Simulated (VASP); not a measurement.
The input files of a VASP run:

INCAR:
```
SYSTEM = Ir
PREC = Accurate
ENCUT = 520
EDIFF = 1E-6
NELM = 100
ALGO = Normal
LREAL = .FALSE.
LASPH = .TRUE.
ISMEAR = 1
SIGMA = 0.1
GGA = ML
ZAB_VDW = -1.8867
LUSE_VDW = .TRUE.
AGGAC = 0.0
LMAXMIX = 6
LWAVE = .FALSE.
LCHARG = .FALSE.
IBRION = 2
ISIF = 3
NSW = 60
EDIFFG = -0.01
```

KPOINTS:
```
Automatic mesh
0
Gamma
15 15 15
0 0 0
```

File POSCAR:
```
Ir
1
    0.0000000000     1.9200000000     1.9200000000
    1.9200000000     0.0000000000     1.9200000000
    1.9200000000     1.9200000000     0.0000000000
Ir
1
Direct
  0.0000000000   0.0000000000   0.0000000000
```

POTCAR, in this order: Ir (PBE.64 set). Program: vasp_std.

Translate this vdW-DF2 calculation to Quantum ESPRESSO's pw.x.

One equivalent input (not run):
```
&CONTROL
  calculation = 'vc-relax'
  pseudo_dir = './pseudo'
  outdir = './out'
  tprnfor = .true.
  tstress = .true.
  nstep = 60
  forc_conv_thr = 0.00039
/
&SYSTEM
  ibrav = 0
  nat = 1
  ntyp = 1
  ecutwfc = 68
  occupations = 'smearing'
  smearing = 'methfessel-paxton'
  degauss = 0.00735
  input_dft = 'vdw-df2'
/
&ELECTRONS
  conv_thr = 7.3e-08
  electron_maxstep = 100
/
&IONS
/
&CELL
/
ATOMIC_SPECIES
  Ir 192.217 Ir.upf
CELL_PARAMETERS angstrom
     0.0000000    1.9200000    1.9200000
     1.9200000    0.0000000    1.9200000
     1.9200000    1.9200000    0.0000000
ATOMIC_POSITIONS crystal
  Ir   0.0000000  0.0000000  0.0000000
K_POINTS automatic
  15 15 15 0 0 0
```
What does not carry over: the potentials are each code's own (VASP's PAW set, PseudoDojo norm-conserving files in pw.x), so ENCUT and ecutwfc are chosen apart and not converted; conv_thr bounds pw.x's estimated SCF error, while EDIFF bounds the energy change between steps; forc_conv_thr acts on force components and is met together with etot_conv_thr.

The compound is Ir in the fcc structure. This run relaxes it. Symmetry was kept, so distortions that lower it aren't found.
